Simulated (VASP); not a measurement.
Output of a VASP run:

OSZICAR:
```
       N       E                     dE             d eps       ncg     rms          rms(c)
DAV:   1     0.275736948973E+03    0.27574E+03   -0.14669E+04  4184   0.130E+03
DAV:   2    -0.152331908636E+02   -0.29097E+03   -0.28803E+03  4560   0.412E+02
DAV:   3    -0.220949251214E+02   -0.68617E+01   -0.67126E+01  4905   0.739E+01
DAV:   4    -0.221654659496E+02   -0.70541E-01   -0.70298E-01  4662   0.707E+00
DAV:   5    -0.221659803974E+02   -0.51445E-03   -0.51424E-03  4546   0.631E-01    0.215E+01
DAV:   6    -0.207874666527E+02    0.13785E+01   -0.36392E+00  4311   0.183E+01    0.593E+00
DAV:   7    -0.206515536024E+02    0.13591E+00   -0.54844E-01  4708   0.635E+00    0.792E-01
DAV:   8    -0.206423298036E+02    0.92238E-02   -0.83804E-03  4277   0.950E-01    0.177E-01
DAV:   9    -0.206423504937E+02   -0.20690E-04   -0.42788E-04  4902   0.177E-01    0.211E-02
DAV:  10    -0.206423512348E+02   -0.74106E-06   -0.23406E-05  4409   0.412E-02    0.141E-02
DAV:  11    -0.206423502859E+02    0.94883E-06   -0.43395E-06  4083   0.205E-02
   1 F= -.20642350E+02 E0= -.20642758E+02  d E =0.122423E-02
```

File OUTCAR:
```
------------------------ aborting loop because EDIFF is reached ----------------------------------------
  FORCE on cell =-STRESS in cart. coord.  units (eV):
  Direction    XX          YY          ZZ          XY          YZ          ZX
  --------------------------------------------------------------------------------------
  Total       -2.7179129     -2.7179133     -2.7861699      0.0000000     -0.0000000      0.0000000
  in kB     -143.7637146   -143.7637385   -147.3741597      0.0000000     -0.0000000      0.0000000
  external PRESSURE =    -144.9672042 kB  Pullay stress =       0.0000000 kB
  volume of cell :       30.29
      direct lattice vectors                 reciprocal lattice vectors
     1.397400000 -2.420368000  0.000000000     0.357807357 -0.206580156  0.000000000
     1.397400000  2.420368000  0.000000000     0.357807357  0.206580156  0.000000000
     0.000000000  0.000000000  4.477800000     0.000000000  0.000000000  0.223323954
 POSITION                                       TOTAL-FORCE (eV/Angst)
 -----------------------------------------------------------------------------------
      1.39740      0.80679      1.11945        -0.000000     -0.000000      0.000000
      1.39740     -0.80679      3.35835         0.000000      0.000000      0.000000
 -----------------------------------------------------------------------------------
    total drift:                               -0.000032      0.000642     -0.000044
  FREE ENERGIE OF THE ION-ELECTRON SYSTEM (eV)
  ---------------------------------------------------
  free  energy   TOTEN  =       -20.6423502859 eV

  energy  without entropy=      -20.6435745159  energy(sigma->0) =      -20.64275836
```
(Selected blocks of OUTCAR.)

### POSCAR
```
Tc
1
    1.3974000000    -2.4203680000     0.0000000000
    1.3974000000     2.4203680000     0.0000000000
    0.0000000000     0.0000000000     4.4778000000
Tc
2
Direct
  0.3333330000   0.6666670000   0.2500000000
  0.6666670000   0.3333330000   0.7500000000
```

Task: Write an INCAR and KPOINTS that could have produced this output.

Result: Several could match; the one computed here: the input of the run itself, PBE GGA, plane waves, VASP's PBE PAW potentials (set 64).

**INCAR**
```
ALGO  =  Normal
EDIFF  =  1E-6
ENCUT  =  400
GGA  =  PE
ISIF  =  2
ISMEAR  =  1
LASPH  =  .TRUE.
LCHARG  =  .FALSE.
LMAXMIX  =  4
LREAL  =  .FALSE.
LWAVE  =  .FALSE.
NELM  =  100
PREC  =  Accurate
SIGMA  =  0.1
SYSTEM  =  Tc
```

File KPOINTS:
```
Automatic
0
G
14 14 9
0 0 0
```

POTCAR, in this order: Tc_pv (PBE.64 set). Program: vasp_std.

The compound is Tc in the hcp structure. The cell was not relaxed at this level. The run is one of a series of settings (KPOINTS 14×14×9 Γ-centred mesh against the base run), some of them coarse on purpose.
